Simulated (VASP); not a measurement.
Given:

```
CdS
1.0
    4.17063     0.00000     0.00000
   -2.08531     3.61187     0.00000
    0.00000     0.00000     6.77327
Cd S
2 2
Direct
  0.33333   0.66667   0.99998
  0.66667   0.33333   0.49998
  0.33333   0.66667   0.37702
  0.66667   0.33333   0.87702
```

The numbers are results of r2SCAN meta-GGA, VASP's PBE PAW potentials (set 64) (plane waves; VASP), not measurements. Run with 480 eV cut-off, 6×6×3 Γ-centred mesh, Gaussian smearing of 0.050 eV, potentials Cd S.

### Question
What does the run give for the energy per atom (σ→0), band gap (on the k-mesh) with the smallest direct gap where there is one?

### Answer

```yaml
band gap (on the k-mesh): 1.62 eV
smallest direct gap (on the k-mesh): 1.62 eV
energy per atom (σ→0): -14.845 eV/atom
```

The compound is CdS in the wurtzite structure. It was relaxed first. The start is the result of an earlier pass.
